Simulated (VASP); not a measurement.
A convergence study with VASP on TiC (rock salt): one setting is varied, all else stays as given below, so the limit is that of these other settings.

```xyz
2
Lattice="0.0000 2.1650 2.1650 2.1650 0.0000 2.1650 2.1650 2.1650 0.0000" Properties=species:S:1:pos:R:3 pbc="T T T"
Ti     0.0000     0.0000     0.0000
C      2.1650     2.1650     2.1650
```

These are LDA (Ceperley-Alder, Perdew-Zunger), VASP's LDA PAW potentials (set 64) (plane waves; VASP) values and carry that method's errors. The tightest run used: 700 eV cut-off, 24×24×24 Γ-centred mesh, tetrahedra with Blöchl corrections, potentials Ti_sv C.

| setting | E (eV/atom) | pressure (GPa) | irreducible k-points |
|---|---|---|---|
| 3×3×3 mesh | -10.0783 | -11.28 | 4 |
| 4×4×4 mesh | -10.1902 | -11.86 | 8 |
| 5×5×5 mesh | -10.2249 | -11.32 | 10 |
| 6×6×6 mesh | -10.2417 | -11.72 | 16 |
| 7×7×7 mesh | -10.2476 | -11.85 | 20 |

**Question.** These are the cheaper rows. Estimate the results at 24×24×24 mesh, and how far the last row shown lies from them.

**Answer.** 
| quantity | tightest run | last row shown is off by |
|---|---|---|
| E (eV/atom) | -10.2545 | 0.0069 |
| pressure (GPa) | -11.87 | 0.02 |

Left out are rungs that failed or repeat a setting and relaxations that didn't move; long series are thinned to 24 rows.

The compound is TiC in the rock salt structure. The cell was not relaxed at this level.
